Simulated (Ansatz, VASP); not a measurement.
**Re (Rhenium) in two plane-wave programs**

Wanted: the spread between two codes on one cell, functional and k mesh. Of the first pair: The cell is taken from a series of runs on this material, whose earlier steps may have relaxed, scaled, displaced or heated it; both programs get it as it stands.

Main program and level: Ansatz 0.2.0; plane waves, with VASP 6.6.1 beside it; relaxation of cell and atoms at LDA and single point at LDA.

### Step 1. The starting structure

It takes space group P6_3/mmc (No. 194, hexagonal). Conventional cell: a = 2.738 Å, b = 2.738 Å, c = 4.417 Å, α = 90.00°, β = 90.00°, γ = 120.00°. Nearest to Re lie 12 Re at 2.72 to 2.74 Å.

### Step 2. Ansatz: relaxation of cell and atoms, LDA

Ansatz runs on its PAW soft_1 files.

The relaxed volume is the usual yardstick between codes: in a stiff, nearly cubic crystal its relative difference is about their pressure difference at one cell divided by the bulk modulus.

Input file input.yaml:

```yaml
crystal:
  lattice:
    - [2.7375745531, 0.0, 0.0]
    - [-1.3687872766, 2.3708091077, 0.0]
    - [0.0, 0.0, 4.4168033071]
  atoms:
    - { symbol: Re, position: [0.3333333333, 0.6666666667, 0.25] }
    - { symbol: Re, position: [0.6666666667, 0.3333333333, 0.75] }
kpoints:
  mp_grid: { grid: [18, 18, 12] }
hamiltonian:
  xc: lda
  pseudopotentials: { kind: paw, azcp: { folder: soft_1 }, xc_functional: pbe }
scf:
  occupations: { method: methfessel_paxton, width: 0.2 }
output:
  forces: true
  stress: true
  eigenvalues: true
relax:
  adjacent_minimum: "off"
  f_tol: 0.001
  max_steps: 60
  cell: { stress_tol: 0.01 }
```

Started as:

```
$ ansatz run input.yaml --threads 4 --pin off --max-ram 10240MiB --backend cpu --events-out ev --progress --plain --runs-dir out
```

Numbers of over 12 decimals in the logs are rounded to 6 here.

The log of the run:

```text
Engine: ansatz 0.2.0, x86_64-unknown-linux-gnu
Pseudopotentials: kind: paw
Pseudopotential: Re, paw, valence charge 15, recommended cutoff 420 eV (normal), soft_1/Re.paw.azcp
Functional definition: SPW92
  exchange = slater_x
  correlation = pw_c
Crystal: 2 atoms, lattice volume = 28.666 Å³
Basis set: ecut = 420 eV, 573 PW (Γ)
Bands: 19, of which v1, the nominal top of the filled ones, is band 15 counted from 1 (14 counted from 0)
Symmetry: 24 space group operations
Space group: P63/mmc (ITA 194), of the structure as read, at distance tolerance 3.1e-5 Å
k-points: 259 of 3888
Non-local potential: Re, projectors of the file, l = 0: 3, l = 1: 2, l = 2: 2, l = 3: 1
PAW form: soft (Blöchl's): semilocal exchange-correlation on the pseudo side does not see the compensation charge
PAW frozen core: Re, regenerated for the run's functional, and the local potential with it (the file was generated under x = pbe(κ = 0.804, μ = 0.219515), c = pbe(β = 0.066725))
PAW one-centre angular grid: Re, 590 points (default); XC on 64 Gauss nodes
Initial density: superposition of atomic densities (chi_scale 0.1, normalization cell)
Initial wavefunctions: pseudopotential atomic-orbital guess
Functional: x = slater, c = lda
SCF iter   1: F=—  HF=-21217.536768 eV  |F-HF|=—  |Δ(HF+E_count)|=         —  Δρ=5.90e-2  dr2=8.99e-1  ethr=3.10e-3  ⟨swp⟩=4.6  Hψ=19489  notcnv=0
preconditioner: auto → none  [metal: Δε(μ)=0.019 eV  Ē_g=6.552 eV  σ=0.200 eV  W_gap=0.08  n_scr=8 (ndim 8)  ℏωp=25.9 eV  f_vac=0.000  D(μ)=1.55/eV (n_scr^D=22)  sad-step TF]
SCF iter   2: F=—  HF=-21217.278368 eV  |F-HF|=—  |Δ(HF+E_count)|=   2.58e-1  S|Δr|=    0.00e0  Δρ=3.42e-2  dr2=2.90e-1  ethr=3.00e-3  ⟨swp⟩=2.0  Hψ=7885  notcnv=0  defer=5
SCF iter   3: F=—  HF=-21217.160153 eV  |F-HF|=—  |Δ(HF+E_count)|=   1.18e-1  S|Δr|=    0.00e0  Δρ=1.55e-3  dr2=2.62e-4  ethr=9.68e-4  ⟨swp⟩=3.0  Hψ=9391  notcnv=0  defer=5
SCF iter   4: F=—  HF=-21217.160351 eV  |F-HF|=—  |Δ(HF+E_count)|=   1.98e-4  S|Δr|=    0.00e0  Δρ=1.62e-4  dr2=8.46e-6  ethr=8.74e-7  ⟨swp⟩=2.1  Hψ=7167  notcnv=0  defer=5
SCF iter   5: F=—  HF=-21217.160349 eV  |F-HF|=—  |Δ(HF+E_count)|=   2.53e-6  S|Δr|=    0.00e0  Δρ=2.46e-5  dr2=1.17e-7  ethr=2.82e-8  ⟨swp⟩=2.0  Hψ=6691  notcnv=0  defer=4
SCF iter   6: F=-21217.160349 eV  HF=-21217.160349 eV  |F-HF|=2.87e-9  |Δ(HF+E_count)|=   1.31e-8  S|Δr|=    0.00e0  Δρ=4.95e-6  dr2=5.69e-9  ethr=3.33e-10  ⟨swp⟩=4.6  Hψ=17453  notcnv=0
SCF 1 converged in 6 iterations: F = -21217.160349 eV  dr2 = 5.69e-9
  greatest PAW one-centre occupation: 0.999 electrons in one spin orbital (limit 2), on the Re atom at site 1 (counted from 0), in its partial waves of l = 0
relax step   1: F+E_penalty+E_count = -21217.16034888 eV  Δ(F+E_penalty+E_count) = +0.000e0 eV  max|allowed force component| = 1.388e-17 eV/Å  Δτ_max = 0.0000 Å  P = -0.069 GPa  Ω = 28.666 Å³  (6 SCF iters, dr2 threshold 1.00e-7 eV, accepted)
[...]
relax step   2: F+E_penalty+E_count = -21217.16035149 eV  Δ(F+E_penalty+E_count) = -2.610e-6 eV  max|allowed force component| = 3.701e-17 eV/Å  Δτ_max = 0.0000 Å  P = +0.157 GPa  Ω = 28.650 Å³  energy of the carried Pulay correction = +7.050e-6 eV  (3 SCF iters, dr2 threshold 3.41e-8 eV, rejected (line search))
[...]
relax step   3: F+E_penalty+E_count = -21217.16035272 eV  Δ(F+E_penalty+E_count) = -3.834e-6 eV  max|allowed force component| = 3.932e-17 eV/Å  Δτ_max = 0.0000 Å  P = +0.001 GPa  Ω = 28.661 Å³  energy of the carried Pulay correction = +2.181e-6 eV  (5 SCF iters, accepted)
[...]
relax step   4: F+E_penalty+E_count = -21217.16035072 eV  Δ(F+E_penalty+E_count) = +1.995e-6 eV  max|allowed force component| = 4.395e-17 eV/Å  Δτ_max = 0.0000 Å  P = +0.001 GPa  Ω = 28.661 Å³  stress off target by 1.51e-3 GPa  SCF on the basis re-selected at this cell (its energy is not comparable with the rows above)  (4 SCF iters)
basis re-selected at this cell: Δ(F+E_penalty+E_count) = +1.995e-6 eV, ΔP = -0.000 GPa vs the last step (what re-selecting the basis moved, of the pressure what is left beyond the Pulay correction that the steps carried, after the strain that the cell walked since its last selection, with what the two solves' SCF thresholds leave and, on support functions, any second-order correction that the steps lacked; it is no m [...]
SCF converged after 4 iterations
Stability not checked: this state was not tested for a lower state beside it, because cold or Methfessel-Paxton smearing, or corrected tetrahedra, fill the levels in a way that the test cannot read (fill_not_monotonic; see scf.lower_state_search)
Free energy (F): -21217.160351 eV
Harris-Foulkes:  -21217.160351 eV  (|F-HF|=0.00e0)
Internal energy: -21217.161234 eV  (E = F + TS)
E sigma→0 (E₀):  -21217.160572 eV
Entropy (-TS):   0.000884 eV (0.442 meV/atom)
Fermi energy:    24.405842 eV
--- Per-component energies (eV) ---
  E_band       = -130.814756
  E_kinetic    = 1050.643114
  E_local      = -1513.786595  (includes V_loc(G=0)·N_el)
  E_nonlocal   = 172.036882
  E_hartree    = 528.662938
  E_xc         = -709.744078
  E_vxc        = -582.945582  (∫ρ·V_xc dr)
  E_paw        = -16893.283532  (= ΣΔE_a)
  E_vpaw       = -314.088560  (= ΣTr[D̂ρ^β])
  E_aug_tail   = 0.000099  (compensation charges beyond the density's cutoff)
  E_ewald      = -3852.328401
  E_core_change = 0.638340  (= ΣΔE_core)
  E_smearing   = 0.000884  (= −TS)
  E_closure    = 0.000000  (closes the sum)
  Σ components = -21217.160351   (vs F -21217.160351, Δ=0.00e0)
--- Forces (eV/Å), atoms counted from 1 ---
  atom   1  Re    -0.00000000     0.00000000     0.00000000
  atom   2  Re     0.00000000    -0.00000000    -0.00000000
  max |Σ_I F_I| component: 9.25e-18 eV/Å
--- Stress (GPa, compression-positive) ---
        0.001513       0.000000       0.000000
        0.000000       0.001513      -0.000000
        0.000000      -0.000000      -0.000540
  P = ⅓ Tr σ = 0.0008 GPa (0.008 kbar)
--- Band table (eV; the first three rows and the last of 259) ---
  k-point 0: bands = [... 11 lower, 22.7524, 22.7715, 23.6274, 23.6274, 24.5783, 24.5783, 25.2127, 27.8917]
  k-point 1: bands = [... 11 lower, 22.7059, 22.7194, 23.5712, 23.5712, 24.7050, 24.7050, 24.9550, 27.9051]
  k-point 2: bands = [... 11 lower, 22.6074, 22.6074, 23.4188, 23.4188, 24.3029, 25.0396, 25.0396, 27.9216]
  k-point 258: bands = [... 11 lower, 20.5957, 22.2615, 22.2615, 24.4623, 24.4623, 27.8802, 27.8802, 34.3050]
--- Relaxed structure (3 steps of the walk, 2 accepted, 1 SCFs on fresh bases) ---
  F+E_penalty+E_count = -21217.16035072 eV   max|allowed force component| = 4.395e-17 eV/Å   (the final SCF, on the basis selected at the relaxed cell)
  cell:  # Å, volume = 28.6613 Å³
    - [2.737546, 2.886716744086336e-11, 0.0]
    - [-1.368773, 2.370784, 0.0]
    - [0.0, 0.0, 4.416138]
  atoms:
    - { symbol: Re, position: [0.333333, 0.666667, 0.250000] }
    - { symbol: Re, position: [0.666667, 0.333333, 0.750000] }
```

Reading the cycles: dr2 is the Hartree energy of the density residual (eV), the measure of convergence; HF is the Harris–Foulkes estimate of the energy, which meets the free energy F at convergence.

### Step 3. VASP: relaxation of cell and atoms, LDA

The same cell, functional (in two slightly different forms), mesh and smearing now go to VASP, with its own data sets.

Lines of VASP's logs that name or quote its potential files are left out, and so is its time.

Input file INCAR:

```
SYSTEM = Re
PREC = Accurate
ENCUT = 600
EDIFF = 1E-07
NELM = 120
ISMEAR = 1
SIGMA = 0.2
LREAL = .FALSE.
ALGO = Normal
GGA = CA
NBANDS = 13
LASPH = .TRUE.
LORBIT = 11
LWAVE = .FALSE.
LCHARG = .FALSE.
ISIF = 3
IBRION = 2
NSW = 80
EDIFFG = -0.005
GGA_COMPAT = .FALSE.
NELMIN = 4
KPAR = 2
```

Input file POSCAR:

```
Re
1.0
    2.7375750000      0.0000000000      0.0000000000
   -1.3687870000      2.3708090000      0.0000000000
    0.0000000000      0.0000000000      4.4168030000
Re
2
Direct
    0.3333331413      0.6666665261      0.2500000566
    0.6666664934      0.3333334739      0.7499999434
```

Input file KPOINTS:

```
Automatic mesh
0
Gamma
18 18 12
0 0 0
```

PAW data sets: Re (LDA family, release 64).

Started as:

```
$ mpirun -np 2 vasp_std
```

The log of the run:

```text
[banner, memory and clock lines left out]
running    2 mpi-ranks, on    1 nodes
 distrk:  each k-point on    1 cores,    2 groups
 distr:  one band on    1 cores,    1 groups

 POSCAR found type information on POSCAR Re
 POSCAR found :  1 types and       2 ions
 LDA part: xc-table for (Slater(with rela. corr.)+CA(PZ))
 , standard interpolation
 POSCAR, INCAR and KPOINTS ok, starting setup
 FFT: planning ... GRIDC
 FFT: planning ... GRID_SOFT
 FFT: planning ... GRID
 WAVECAR not read
 entering main loop
       N       E                     dE             d eps       ncg     rms          rms(c)
DAV:   1     0.125075321358E+03    0.12508E+03   -0.63945E+03  7264   0.124E+03
DAV:   2    -0.199611367423E+02   -0.14504E+03   -0.12848E+03 10634   0.461E+02
DAV:   3    -0.287643036963E+02   -0.88032E+01   -0.76037E+01 11241   0.147E+02
DAV:   4    -0.289644610068E+02   -0.20016E+00   -0.19539E+00 11098   0.137E+01
DAV:   5    -0.289656181333E+02   -0.11571E-02   -0.11567E-02 11075   0.168E+00    0.447E+01
DAV:   6    -0.278866834011E+02    0.10789E+01   -0.90174E-01 11476   0.159E+01    0.193E+01
DAV:   7    -0.275405083269E+02    0.34618E+00   -0.60406E-01 11532   0.127E+01    0.421E-01
DAV:   8    -0.275308582391E+02    0.96501E-02   -0.52358E-03 10729   0.731E-01    0.150E-01
DAV:   9    -0.275297397726E+02    0.11185E-02   -0.44916E-04 10048   0.214E-01    0.443E-02
DAV:  10    -0.275297474309E+02   -0.76583E-05   -0.46257E-05 10986   0.591E-02    0.210E-02
DAV:  11    -0.275297466551E+02    0.77576E-06   -0.65127E-07 10599   0.117E-02    0.113E-03
DAV:  12    -0.275297466437E+02    0.11407E-07   -0.27649E-08  6062   0.192E-03
   1 F= -.27529747E+02 E0= -.27529999E+02  d E =-.275297E+02
[...]
2 F= -.27520619E+02 E0= -.27520832E+02  d E =0.912792E-02
[...]
3 F= -.27530262E+02 E0= -.27530508E+02  d E =-.514971E-03
[...]
4 F= -.27530262E+02 E0= -.27530508E+02  d E =-.514939E-03
[...]
5 F= -.27530263E+02 E0= -.27530504E+02  d E =-.159760E-05
 trial-energy change:   -0.000002  1 .order   -0.000002   -0.000010    0.000007
 step:   0.4954(harm=  0.4954)  dis= 0.00000  next Energy=   -27.530265 (dE=-0.305E-05)
 bond charge predicted
       N       E                     dE             d eps       ncg     rms          rms(c)
DAV:   1    -0.275302668167E+02   -0.36364E-05   -0.15049E-04 10581   0.162E-01    0.723E-03
DAV:   2    -0.275302650686E+02    0.17481E-05   -0.16682E-06 11256   0.132E-02    0.344E-03
DAV:   3    -0.275302646384E+02    0.43028E-06   -0.75132E-07 10740   0.810E-03    0.638E-04
DAV:   4    -0.275302646385E+02   -0.10596E-09   -0.27409E-08  3787   0.208E-03
   6 F= -.27530265E+02 E0= -.27530508E+02  d E =-.305609E-05
 curvature:  -0.25 expect dE=-0.204E-06 dE for cont linesearch -0.198E-09
 trial: gam= 0.06563 g(F)=  0.131E-41 g(S)=  0.824E-06 ort =-0.992E-07 (trialstep = 0.768E+00)
 search vector abs. value=  0.864E-06
 reached required accuracy - stopping structural energy minimisation
```

OUTCAR, selected parts (step 3):

```text
ion  position               nearest neighbor table
   1  0.333  0.667  0.250-   2 2.72   2 2.72   2 2.72   2 2.72   2 2.72   2 2.72
   2  0.667  0.333  0.750-   1 2.72   1 2.72   1 2.72   1 2.72   1 2.72   1 2.72

  LATTYP: Found a hexagonal cell.
 ALAT       =     2.7375750000
 C/A-ratio  =     1.6133998155

 Subroutine GETGRP returns: Found 24 space group operations
 (whereof 12 operations were pure point group operations)

The static configuration has the point symmetry D_3d.
 The point group associated with its full space group is D_6h.

 Found    259 irreducible k-points:

   k-points           NKPTS =    259   k-points in BZ     NKDIM =    259   number of bands    NBANDS=     13

   dimension x,y,z NGX =    24 NGY =   24 NGZ =   36
   dimension x,y,z NGXF=    48 NGYF=   48 NGZF=   72

   ENCUT  =  600.0 eV  44.10 Ry    6.64 a.u.   5.47  5.47  8.82*2*pi/ulx,y,z

   NELECT =      14.0000    total number of electrons

 k-points in reciprocal lattice and weights: Automatic mesh
   0.00000000  0.00000000  0.00000000       0.000
   0.05555556 -0.00000000  0.00000000       0.002
   0.11111111 -0.00000000  0.00000000       0.002
   0.16666667 -0.00000000  0.00000000       0.002
   0.22222222  0.00000000  0.00000000       0.002
   0.27777778 -0.00000000  0.00000000       0.002
   0.33333333 -0.00000000  0.00000000       0.002
   0.38888889  0.00000000  0.00000000       0.002
   0.44444444  0.00000000  0.00000000       0.002
[...]
0.33333333  0.27777778  0.50000000       0.003
   0.33333333  0.33333333  0.50000000       0.001

 average (electrostatic) potential at core
       1 -39.0941       2 -39.0941

 E-fermi :   8.1239

 k-point     1 :       0.0000    0.0000    0.0000
  band No.  band energies     occupation
    ...
      3       6.4689      2.00000
      4       6.4689      2.00000
      5       6.4908      2.00000
      6       7.3403      2.00000
      7       7.3403      2.00000
      8       8.2841      0.01929
      9       8.2841      0.01927
     10       8.9448     -0.00000
     11      11.5870     -0.00000
     12      11.5870     -0.00000
    ...

 k-point     2 :       0.0556   -0.0000    0.0000
  band No.  band energies     occupation
    ...
      5       6.8184      2.00000
      6       7.2463      2.00000
      7       7.4538      2.00002
      8       8.0567      1.53466
      9       8.1810      0.53772
     10       8.5450     -0.01120
     11      11.6587     -0.00000
     12      12.2202      0.00000
     13      18.4834      0.00000

 k-point     3 :       0.1111   -0.0000    0.0000
  band No.  band energies     occupation
    ...
      5       6.9439      2.00000
      6       7.1631      2.00000
      7       7.2409      2.00000
      8       7.7891      2.03939
      9       7.9105      2.06153
     10       8.2150      0.31039
     11      11.8377     -0.00000
     12      13.4746      0.00000
     13      18.4454      0.00000

  Total        0.0033430      0.0033430      0.0034377      0.0000000     -0.0000000     -0.0000000
  in kB        0.1861606      0.1861605      0.1914328      0.0000000     -0.0000000     -0.0000000
  external PRESSURE =       0.1879179 kB  Pullay stress =       0.0000000 kB

  energy-cutoff  :      600.00
  volume of cell :       28.77
      direct lattice vectors                 reciprocal lattice vectors
     2.741376846  0.000000001  0.000000000     0.364780202  0.210605915 -0.000000000
    -1.370687922  2.374101493 -0.000000000    -0.000000000  0.421211984 -0.000000000
     0.000000000  0.000000000  4.420725797    -0.000000000  0.000000000  0.226207199

 POSITION                                       TOTAL-FORCE (eV/Angst)
 -----------------------------------------------------------------------------------
      0.00000      1.58273      1.10518        -0.000000      0.000000     -0.000000
      1.37069      0.79137      3.31554         0.000000     -0.000000      0.000000
 -----------------------------------------------------------------------------------
    total drift:                                0.000024     -0.000000      0.000003

  FREE ENERGIE OF THE ION-ELECTRON SYSTEM (eV)
  ---------------------------------------------------
  free  energy   TOTEN  =       -27.5302646385 eV

  energy  without entropy=      -27.5309936689  energy(sigma->0) =      -27.53050765

 reached required accuracy - stopping structural energy minimisation

 total charge
# of ion       s       p       d       tot
------------------------------------------
    1        0.636   0.685   4.938   6.259
    2        0.636   0.685   4.938   6.259
--------------------------------------------------
tot          1.272   1.370   9.877  12.518

[... 3 further parts left out ...]
```

### Step 4. Differences

Known differences besides the potentials themselves: the two LDA forms differ slightly; the data sets hold 30 valence electrons in Ansatz (on its PAW soft_1 files) and 14 in VASP; the cutoff is 420 eV in Ansatz and 600 eV in VASP; VASP's log shows a relativistic correction to its local exchange, Ansatz's none; Ansatz adds a Pulay correction to the stress that steers its cell, VASP none. Total energies have different zeros and are not compared.

Both answers:

| quantity | Ansatz | VASP | difference |
| --- | --- | --- | --- |
| volume (Å³) | 28.66 | 28.77 | -0.38 % |
| edge a after relaxation, in the typed setting (Å) | 2.737 | 2.741 | -0.14 % |
| edge c after relaxation, in the typed setting (Å) | 4.416 | 4.421 | -0.10 % |

### Step 5. Ansatz: relaxation, LDA

This run makes the geometry at which the two programs are then compared.

The structure compared here is the end of the Ansatz relaxation.

input.yaml, the sections that differ from step 2:

```yaml
crystal:
  lattice:
    - [2.6280442768, 0.0, 0.0]
    - [-1.3140221384, 2.275953106, 0.0]
    - [0.0, 0.0, 4.5009082709]
  atoms:
    - { symbol: Re, position: [0.3333333333, 0.6666666667, 0.25] }
    - { symbol: Re, position: [0.6666666667, 0.3333333333, 0.75] }
relax:
  adjacent_minimum: "off"
  f_tol: 0.001
  max_steps: 60
  cell: { stress_tol: 0.01, fix: [a, b, gamma] }
# kpoints, hamiltonian, scf, output: as in step 2
```

Started as:

```
$ ansatz run input.yaml --threads 4 --pin off --max-ram 10240MiB --backend cpu --events-out ev --progress --plain --runs-dir out
```

The log of the run:

```text
[...]
Crystal: 2 atoms, lattice volume = 26.921 Å³
Basis set: ecut = 420 eV, 549 PW (Γ)
Bands: 19, of which v1, the nominal top of the filled ones, is band 15 counted from 1 (14 counted from 0)
Symmetry: 24 space group operations
[...]
k-points: 259 of 3888
[...]
k-point 258: bands = [... 11 lower, 22.0198, 23.8403, 23.8403, 25.8740, 25.8740, 29.9805, 29.9805, 36.7179]
--- Relaxed structure (4 steps of the walk, 3 accepted, 1 SCFs on fresh bases) ---
[...]
cell:  # Å, volume = 27.1046 Å³
    - [2.628044, 0, 0]
    - [-1.314022, 2.275953, 0]
    - [0, 0, 4.531548]
  atoms:
    - { symbol: Re, position: [0.333333, 0.666667, 0.25] }
    - { symbol: Re, position: [0.666667, 0.333333, 0.750000] }
[key lines of the parts left out:]
SCF converged after 5 iterations
Free energy (F): -21216.887615 eV
Fermi energy:    26.167390 eV
P = ⅓ Tr σ = 27.6055 GPa (276.055 kbar)
```

(Continued in part 2 of 2.)

[Lines on the potential files, build, host, timing and source positions are cut from VASP's logs without a mark.]

[Logs are printed without paths, hosts, clocks, repeated set-up lines and the standing remarks that a program may print on its own settings, such as how far it seeks lower states.]

[Hosts, paths, dates, database ids (printed as entryN), source tags and the programs' standing remarks are cut or masked in the printed files.]
